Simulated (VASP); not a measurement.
# SnO2 (Cassiterite): what each functional gives for the gap, part 2 of 3

Aim: the gap of SnO2 (Cassiterite) on one structure at many levels of theory. The starting structure is a measured crystal structure from the Crystallography Open Database. The atoms were first relaxed with LDA in that cell, in a run that isn't shown, and the relaxed structure is the one below. Meshes and data sets differ where the inputs say so.

VASP 6.6.1.

Results so far: LDA 1.145 eV; PBE 1.248 eV.

### Step 4. Bands with r2SCAN

Level of this step: r2SCAN; plane waves and PAW (Sn_d, O) (VASP).

r2SCAN adds the kinetic-energy density, costs more than a GGA and is run with LASPH.

The input, INCAR:

```
SYSTEM = SnO2
PREC = Accurate
ENCUT = 460
EDIFF = 1E-06
NELM = 100
ISMEAR = 0
SIGMA = 0.03
LREAL = .FALSE.
ALGO = Normal
METAGGA = R2SCAN
LASPH = .TRUE.
NBANDS = 42
LORBIT = 11
LWAVE = .FALSE.
LCHARG = .FALSE.
KPAR = 8
```

The input, POSCAR:

```
SnO2
1.0
    4.7380000000      0.0000000000      0.0000000000
    0.0000000000      4.7380000000      0.0000000000
    0.0000000000      0.0000000000      3.1865000000
Sn O
2 4
Direct
    0.5000000000      0.5000000000      0.5000000000
    0.0000000000      0.0000000000      0.0000000000
    0.8059385347      0.1940614653      0.5000000000
    0.6940614653      0.6940614653      0.0000000000
    0.1940614653      0.8059385347      0.5000000000
    0.3059385347      0.3059385347      0.0000000000
```

The input, KPOINTS:

```
Automatic mesh
0
Gamma
6 6 6
0 0 0
```

The input, KPOINTS_OPT:

```
Line mode
8
Line-mode
Reciprocal
  0.00000000   0.00000000   0.00000000 GAMMA
  0.00000000   0.50000000   0.00000000 X

  0.00000000   0.50000000   0.00000000 X
  0.50000000   0.50000000   0.00000000 M

  0.50000000   0.50000000   0.00000000 M
  0.00000000   0.00000000   0.00000000 GAMMA

  0.00000000   0.00000000   0.00000000 GAMMA
  0.00000000   0.00000000   0.50000000 Z

  0.00000000   0.00000000   0.50000000 Z
  0.00000000   0.50000000   0.50000000 R

  0.00000000   0.50000000   0.50000000 R
  0.50000000   0.50000000   0.50000000 A

  0.50000000   0.50000000   0.50000000 A
  0.00000000   0.00000000   0.50000000 Z

  0.00000000   0.50000000   0.00000000 X
  0.00000000   0.50000000   0.50000000 R

  0.50000000   0.50000000   0.00000000 M
  0.50000000   0.50000000   0.50000000 A
```

PAW data sets: Sn_d and O (PBE family, release 64).

Launch:

```console
mpirun -np 8 vasp_std
```

The program printed:

```text
[banner, memory and clock lines left out]
running    8 mpi-ranks, on    1 nodes
[...]
[... a notice as in an earlier step ...]

|                                                                             |
|               ----> ADVICE to this user running VASP <----                  |
|                                                                             |
|     You enforced a specific xc type in the INCAR file but a different       |
|     [... a line on the potential file left out ...]
|     I HOPE YOU KNOW WHAT YOU ARE DOING!                                     |
|                                                                             |

 LDA part: xc-table for (None), standard interpolation
 POSCAR, INCAR and KPOINTS ok, starting setup
[...]
entering main loop
       N       E                     dE             d eps       ncg     rms          rms(c)
DAV:   1     0.536977983270E+03    0.53698E+03   -0.22994E+04  3976   0.183E+03
DAV:   2    -0.608007845291E+01   -0.54306E+03   -0.50179E+03  3488   0.537E+02
[...]
DAV:  15    -0.846246683150E+02   -0.49516E-06   -0.14082E-06  2610   0.706E-03
   1 F= -.84624668E+02 E0= -.84624668E+02  d E =-.389309E-15
 Start KPOINTS_OPT (optional k-point list driver)
k-point batch [1-40\72]
       N       E                     dE             ncg
DAV:   1     0.121188391827E+05   -0.25721E+05     4050
DAV:   2    -0.926862442325E+04   -0.21387E+05     3440
DAV:   3    -0.128788350701E+05   -0.36102E+04     3914
DAV:   4    -0.130431968192E+05   -0.16436E+03     3754
DAV:   5    -0.130473256123E+05   -0.41288E+01     4708
DAV:   6    -0.130474349874E+05   -0.10938E+00     3982
DAV:   7    -0.130474422577E+05   -0.72703E-02     5062
DAV:   8    -0.130474422910E+05   -0.33325E-04     3574
DAV:   9    -0.130474422916E+05   -0.54965E-06     2510
k-point batch [41-72\72]
       N       E                     dE             ncg
DAV:   1     0.239276735339E+05   -0.44098E+05     3254
DAV:   2     0.691228035219E+04   -0.17015E+05     2752
DAV:   3     0.397139462676E+04   -0.29409E+04     3104
DAV:   4     0.383342545408E+04   -0.13797E+03     3000
DAV:   5     0.382989779758E+04   -0.35277E+01     3656
DAV:   6     0.382980331731E+04   -0.94480E-01     3150
DAV:   7     0.382979662264E+04   -0.66947E-02     3972
DAV:   8     0.382979659341E+04   -0.29237E-04     2800
DAV:   9     0.382979659292E+04   -0.48981E-06     2046
```

It took 2.7 min on 8 MPI ranks of AMD EPYC 7R43, shared host; peak memory 1.7 GiB.

OUTCAR, selected parts (step 4):

```text
  Total        1.3446189      1.3446189      1.9891048     -0.0000000      0.0000000      0.0000000
  in kB       30.1165880     30.1165880     44.5516932     -0.0000000      0.0000000      0.0000000
  external PRESSURE =      34.9282898 kB  Pullay stress =       0.0000000 kB

 POSITION                                       TOTAL-FORCE (eV/Angst)
 -----------------------------------------------------------------------------------
      2.36900      2.36900      1.59325         0.000000      0.000000      0.000000
      0.00000      0.00000      0.00000         0.000000      0.000000      0.000000
      3.81854      0.91946      1.59325        -0.057818      0.057818     -0.000000
      3.28846      3.28846      0.00000         0.057818      0.057818     -0.000000
      0.91946      3.81854      1.59325         0.057818     -0.057818      0.000000
      1.44954      1.44954      0.00000        -0.057818     -0.057818      0.000000
 -----------------------------------------------------------------------------------
    total drift:                                0.000000      0.000000      0.000000

  FREE ENERGIE OF THE ION-ELECTRON SYSTEM (eV)
  ---------------------------------------------------
  free  energy   TOTEN  =       -84.6246683150 eV

  energy  without entropy=      -84.6246683150  energy(sigma->0) =      -84.62466832

[... 2 parts as in an earlier step ...]

[... 1 further part left out ...]
[key lines of the parts left out:]
E-fermi :   5.8693
```

r2SCAN gives a direct gap of 1.962 eV. The least gap is +0.817 eV from that of LDA.

### Step 5. Bands with TB-mBJ

TB-mBJ is a local potential fitted to gaps: it costs far less than a hybrid but gives no energy. Its energies, forces and stress mean nothing.

Edit INCAR of step 4 so:

```diff
@@ -4,3 +4,3 @@
 EDIFF = 1E-06
-NELM = 100
+NELM = 150
 ISMEAR = 0
@@ -9,3 +9,3 @@
 ALGO = Normal
-METAGGA = R2SCAN
+METAGGA = MBJ
 LASPH = .TRUE.
```

POSCAR is that of step 4.

KPOINTS is that of step 4.

KPOINTS_OPT is that of step 4.

Launch:

```console
mpirun -np 8 vasp_std
```

The program printed:

```text
[banner, memory and clock lines left out]
running    8 mpi-ranks, on    1 nodes
[...]
[... a notice as in an earlier step ...]

 [... a notice as in an earlier step ...]

 LDA part: xc-table for (None), standard interpolation
 POSCAR, INCAR and KPOINTS ok, starting setup
[...]
entering main loop
       N       E                     dE             d eps       ncg     rms          rms(c)
DAV:   1     0.122080594046E+04    0.12208E+04   -0.22250E+04  3896   0.175E+03
DAV:   2     0.696212948266E+03   -0.52459E+03   -0.48360E+03  3512   0.503E+02
DAV:   3     0.605526810237E+03   -0.90686E+02   -0.88732E+02  3906   0.170E+02
DAV:   4     0.601315430756E+03   -0.42114E+01   -0.41983E+01  3784   0.407E+01
[...]
DAV:  55     0.613722535739E+03   -0.25932E-04   -0.95742E-11  1746   0.545E-05    0.132E-05
DAV:  56     0.613722509289E+03   -0.26450E-04   -0.11214E-10  1746   0.609E-05    0.514E-06
DAV:  57     0.613722508481E+03   -0.80804E-06   -0.42102E-11  1746   0.414E-05
   1 F= 0.61372251E+03 E0= 0.61372251E+03  d E =-.612611E-14
 Start KPOINTS_OPT (optional k-point list driver)
k-point batch [1-40\72]
       N       E                     dE             ncg
DAV:   1     0.144494224298E+05   -0.23390E+05     4064
DAV:   2    -0.689991738972E+04   -0.21349E+05     3464
DAV:   3    -0.103632219113E+05   -0.34633E+04     3954
DAV:   4    -0.105229245822E+05   -0.15970E+03     3912
[...]
DAV:   8    -0.105299362384E+05   -0.70104E-04     4912
DAV:   9    -0.105299362402E+05   -0.18944E-05     3380
DAV:  10    -0.105299362407E+05   -0.46251E-06     2640
k-point batch [41-72\72]
       N       E                     dE             ncg
DAV:   1     0.255573961870E+05   -0.42468E+05     3288
DAV:   2     0.877304775277E+04   -0.16784E+05     2752
DAV:   3     0.600103439051E+04   -0.27720E+04     3164
DAV:   4     0.587168635493E+04   -0.12935E+03     3176
[...]
DAV:   8     0.586609163140E+04   -0.61505E-04     3978
DAV:   9     0.586609163014E+04   -0.12611E-05     2712
DAV:  10     0.586609162985E+04   -0.29335E-06     1990
```

The job ended after 2.3 min (8 MPI ranks; peak memory 2 GiB).

Parts of OUTCAR (step 5):

```text
  Total     -257.5531547   -257.5531547   -263.2913299      0.0000000      0.0000000      0.0000000
  in kB    -5768.6397808  -5768.6397808  -5897.1626333      0.0000000      0.0000000      0.0000000
  external PRESSURE =   -5811.4807317 kB  Pullay stress =       0.0000000 kB

 POSITION                                       TOTAL-FORCE (eV/Angst)
 -----------------------------------------------------------------------------------
      2.36900      2.36900      1.59325         0.000000     -0.000000      0.000000
      0.00000      0.00000      0.00000         0.000000     -0.000000      0.000000
      3.81854      0.91946      1.59325        -0.179837      0.179837      0.000000
      3.28846      3.28846      0.00000         0.179837      0.179837      0.000000
      0.91946      3.81854      1.59325         0.179837     -0.179837     -0.000000
      1.44954      1.44954      0.00000        -0.179837     -0.179837     -0.000000
 -----------------------------------------------------------------------------------
    total drift:                                0.000000      0.000000      0.000000

  FREE ENERGIE OF THE ION-ELECTRON SYSTEM (eV)
  ---------------------------------------------------
  free  energy   TOTEN  =       613.7225084813 eV

  energy  without entropy=      613.7225084813  energy(sigma->0) =      613.72250848

[... 2 parts as in an earlier step ...]

[... 1 further part left out ...]
[key lines of the parts left out:]
E-fermi :   6.6929
```

TB-mBJ gives a direct gap of 3.147 eV. The least gap is +2.002 eV from that of LDA.

### Step 6. Bands with LDA + spin-orbit coupling

Spin-orbit coupling is switched on in this step.

The input, INCAR:

```
SYSTEM = SnO2
PREC = Accurate
ENCUT = 460
EDIFF = 1E-06
NELM = 100
ISMEAR = 0
SIGMA = 0.03
LREAL = .FALSE.
ALGO = Normal
GGA = CA
LNONCOLLINEAR = .TRUE.
MAGMOM = 0 0 0 0 0 0 0 0 0 0 0 0 0 0 0 0 0 0
NBANDS = 64
GGA_COMPAT = .FALSE.
LASPH = .TRUE.
LSORBIT = .TRUE.
LORBIT = 11
LWAVE = .FALSE.
LCHARG = .FALSE.
KPAR = 8
```

POSCAR is that of step 5.

KPOINTS is that of step 5.

KPOINTS_OPT is that of step 5.

PAW data sets: Sn_d and O (LDA family, release 64).

Launch:

```console
mpirun -np 8 vasp_ncl
```

The program printed:

```text
[banner, memory and clock lines left out]
running    8 mpi-ranks, on    1 nodes
[...]
[... a notice as in an earlier step ...]

 LDA part: xc-table for (Slater(with rela. corr.)+CA(PZ))
 , standard interpolation
 POSCAR, INCAR and KPOINTS ok, starting setup
[...]
entering main loop
       N       E                     dE             d eps       ncg     rms          rms(c)
DAV:   1     0.753807298713E+03    0.75381E+03   -0.22331E+04  5952   0.240E+03
DAV:   2     0.110932676108E+03   -0.64287E+03   -0.61016E+03  5456   0.754E+02
DAV:   3    -0.361442951407E+02   -0.14708E+03   -0.14410E+03  5536   0.269E+02
DAV:   4    -0.481218500106E+02   -0.11978E+02   -0.11852E+02  6352   0.865E+01
[...]
DAV:  12    -0.423716818987E+02    0.11457E-04   -0.16250E-04  7216   0.196E-01    0.823E-03
DAV:  13    -0.423716850547E+02   -0.31560E-05   -0.28269E-05  6920   0.409E-02    0.855E-03
DAV:  14    -0.423716843855E+02    0.66923E-06   -0.23754E-06  5312   0.208E-02
   1 F= -.42371684E+02 E0= -.42371684E+02  d E =-.161072E-16  mag=    -0.0000    -0.0000    -0.0000
 Start KPOINTS_OPT (optional k-point list driver)
k-point batch [1-40\72]
       N       E                     dE             ncg
DAV:   1     0.197289229147E+05   -0.14095E+05     5968
DAV:   2    -0.571499283331E+04   -0.25444E+05     5344
DAV:   3    -0.115302521495E+05   -0.58153E+04     5648
DAV:   4    -0.120036055910E+05   -0.47335E+03     6208
[...]
DAV:   8    -0.120191914000E+05   -0.35718E-03     7736
DAV:   9    -0.120191914031E+05   -0.31077E-05     4480
DAV:  10    -0.120191914035E+05   -0.35028E-06     3792
k-point batch [41-72\72]
       N       E                     dE             ncg
DAV:   1     0.290711446779E+05   -0.36162E+05     4776
DAV:   2     0.900236760601E+04   -0.20069E+05     4272
DAV:   3     0.441256713395E+04   -0.45898E+04     4408
DAV:   4     0.403962173108E+04   -0.37295E+03     5104
[...]
DAV:   8     0.402776778334E+04   -0.28102E-03     6112
DAV:   9     0.402776778073E+04   -0.26077E-05     3640
DAV:  10     0.402776778043E+04   -0.30623E-06     3192
```

Run time: 2.6 min. Hardware: 8 MPI ranks; peak memory 4 GiB.

From OUTCAR (step 6):

```text
  Total       -0.5278157     -0.5278157      0.0197516      0.0000000      0.0000000      0.0000000
  in kB      -11.8219423    -11.8219423      0.4423944      0.0000000      0.0000000      0.0000000
  external PRESSURE =      -7.7338301 kB  Pullay stress =       0.0000000 kB

 POSITION                                       TOTAL-FORCE (eV/Angst)
 -----------------------------------------------------------------------------------
      2.36900      2.36900      1.59325         0.000000      0.000000      0.000000
      0.00000      0.00000      0.00000         0.000000      0.000000      0.000000
      3.81854      0.91946      1.59325         0.000902     -0.000902     -0.000000
      3.28846      3.28846      0.00000        -0.000902     -0.000902      0.000000
      0.91946      3.81854      1.59325        -0.000902      0.000902      0.000000
      1.44954      1.44954      0.00000         0.000902      0.000902     -0.000000
 -----------------------------------------------------------------------------------
    total drift:                                0.000000      0.000000      0.000000

  FREE ENERGIE OF THE ION-ELECTRON SYSTEM (eV)
  ---------------------------------------------------
  free  energy   TOTEN  =       -42.3716843855 eV

  energy  without entropy=      -42.3716843855  energy(sigma->0) =      -42.37168439

 magnetization (x)
# of ion       s       p       d       tot
------------------------------------------
    1        0.000   0.000   0.000   0.000
    2        0.000   0.000   0.000   0.000
    3        0.000   0.000   0.000   0.000
    4        0.000   0.000   0.000   0.000
    5        0.000   0.000   0.000   0.000
    6        0.000   0.000   0.000   0.000
--------------------------------------------------
tot          0.000   0.000   0.000   0.000

 magnetization (y)
# of ion       s       p       d       tot
------------------------------------------
    1        0.000   0.000   0.000   0.000
    2        0.000   0.000   0.000   0.000
    3        0.000   0.000   0.000   0.000
    4        0.000   0.000   0.000   0.000
    5        0.000   0.000   0.000   0.000
    6        0.000   0.000   0.000   0.000
--------------------------------------------------
tot          0.000   0.000   0.000   0.000

 magnetization (z)
# of ion       s       p       d       tot
------------------------------------------
    1       -0.000   0.000   0.000  -0.000
    2        0.000   0.000   0.000   0.000
    3        0.000   0.000   0.000   0.000
    4        0.000   0.000   0.000   0.000
    5        0.000   0.000   0.000   0.000
    6        0.000   0.000   0.000   0.000
--------------------------------------------------
tot         -0.000   0.000   0.000  -0.000

[... 1 part as in an earlier step ...]

[... 2 further parts left out ...]
[key lines of the parts left out:]
E-fermi :   6.0287
```

LDA + spin-orbit coupling gives a direct gap of 1.148 eV. The least gap is +0.003 eV from that of LDA.

### Step 7. Bands with r2SCAN + spin-orbit coupling

Edit INCAR of step 6 so:

```diff
@@ -9,3 +9,4 @@
 ALGO = Normal
-GGA = CA
+METAGGA = R2SCAN
+LASPH = .TRUE.
 LNONCOLLINEAR = .TRUE.
@@ -14,3 +15,2 @@
 GGA_COMPAT = .FALSE.
-LASPH = .TRUE.
 LSORBIT = .TRUE.
```

POSCAR is that of step 6.

KPOINTS is that of step 6.

KPOINTS_OPT is that of step 6.

Potentials, in the order of the species: Sn_d and O (PBE family, release 64).

Launch:

```console
mpirun -np 8 vasp_ncl
```

The program printed:

```text
[... set-up lines as in an earlier step ...]
 entering main loop
       N       E                     dE             d eps       ncg     rms          rms(c)
DAV:   1     0.724117461129E+03    0.72412E+03   -0.22780E+04  5904   0.244E+03
DAV:   2     0.599574650936E+02   -0.66416E+03   -0.63086E+03  5464   0.766E+02
DAV:   3    -0.907299068440E+02   -0.15069E+03   -0.14731E+03  5496   0.275E+02
DAV:   4    -0.103064602658E+03   -0.12335E+02   -0.12207E+02  6296   0.878E+01
[...]
DAV:  16    -0.846928310371E+02   -0.22722E-05   -0.50026E-07  3400   0.797E-03    0.171E-02
DAV:  17    -0.846928298223E+02    0.12148E-05   -0.28533E-06  4680   0.138E-02    0.811E-03
DAV:  18    -0.846928296486E+02    0.17371E-06   -0.67215E-07  3192   0.658E-03
   1 F= -.84692830E+02 E0= -.84692830E+02  d E =-.525117E-14  mag=    -0.0000     0.0000    -0.0000
 Start KPOINTS_OPT (optional k-point list driver)
k-point batch [1-40\72]
       N       E                     dE             ncg
DAV:   1     0.199470837271E+05   -0.13877E+05     5984
DAV:   2    -0.674467341004E+04   -0.26692E+05     5440
DAV:   3    -0.125842537049E+05   -0.58396E+04     5600
DAV:   4    -0.130358928539E+05   -0.45164E+03     6112
[...]
DAV:   8    -0.130499122640E+05   -0.28063E-03     7752
DAV:   9    -0.130499122671E+05   -0.30474E-05     4400
DAV:  10    -0.130499122675E+05   -0.40374E-06     3912
k-point batch [41-72\72]
       N       E                     dE             ncg
DAV:   1     0.291748513424E+05   -0.36058E+05     4808
DAV:   2     0.820394923858E+04   -0.20971E+05     4320
DAV:   3     0.357525544900E+04   -0.46287E+04     4336
DAV:   4     0.321420202842E+04   -0.36105E+03     5112
[...]
DAV:   8     0.320325740275E+04   -0.25274E-03     6264
DAV:   9     0.320325740013E+04   -0.26193E-05     3576
DAV:  10     0.320325739979E+04   -0.34357E-06     3184
```

Wall time 16 min (8 MPI ranks); peak memory 4.4 GiB.

From OUTCAR (step 7):

```text
  Total        1.3148040      1.3148040      1.9547757     -0.0000000      0.0000000      0.0000000
  in kB       29.4487977     29.4487977     43.7827947     -0.0000000      0.0000000      0.0000000
  external PRESSURE =      34.2267967 kB  Pullay stress =       0.0000000 kB

 POSITION                                       TOTAL-FORCE (eV/Angst)
 -----------------------------------------------------------------------------------
      2.36900      2.36900      1.59325         0.000000     -0.000000     -0.000000
      0.00000      0.00000      0.00000         0.000000     -0.000000     -0.000000
      3.81854      0.91946      1.59325        -0.056992      0.056992     -0.000000
      3.28846      3.28846      0.00000         0.056992      0.056992     -0.000000
      0.91946      3.81854      1.59325         0.056992     -0.056992     -0.000000
      1.44954      1.44954      0.00000        -0.056992     -0.056992      0.000000
 -----------------------------------------------------------------------------------
    total drift:                                0.000000      0.000000      0.000000

  FREE ENERGIE OF THE ION-ELECTRON SYSTEM (eV)
  ---------------------------------------------------
  free  energy   TOTEN  =       -84.6928296486 eV

  energy  without entropy=      -84.6928296486  energy(sigma->0) =      -84.69282965

 magnetization (z)
# of ion       s       p       d       tot
------------------------------------------
    1       -0.000  -0.000   0.000  -0.000
    2       -0.000  -0.000   0.000  -0.000
    3        0.000   0.000   0.000   0.000
    4        0.000   0.000   0.000   0.000
    5        0.000   0.000   0.000   0.000
    6        0.000   0.000   0.000   0.000
--------------------------------------------------
tot         -0.000  -0.000   0.000  -0.000

[... 4 parts as in an earlier step ...]

[... 1 further part left out ...]
[key lines of the parts left out:]
E-fermi :   5.8593
```

r2SCAN + spin-orbit coupling gives a direct gap of 1.964 eV. The least gap is +0.002 eV from that of r2SCAN.

(Continued in part 3 of 3.)

[Lines on the potential files, build, host, timing and source positions are cut from VASP's logs without a mark.]

[Logs are printed without paths, hosts, clocks, repeated set-up lines and the standing remarks that a program may print on its own settings, such as how far it seeks lower states.]

[Hosts, paths, dates, database ids (printed as entryN), source tags and the programs' standing remarks are cut or masked in the printed files.]
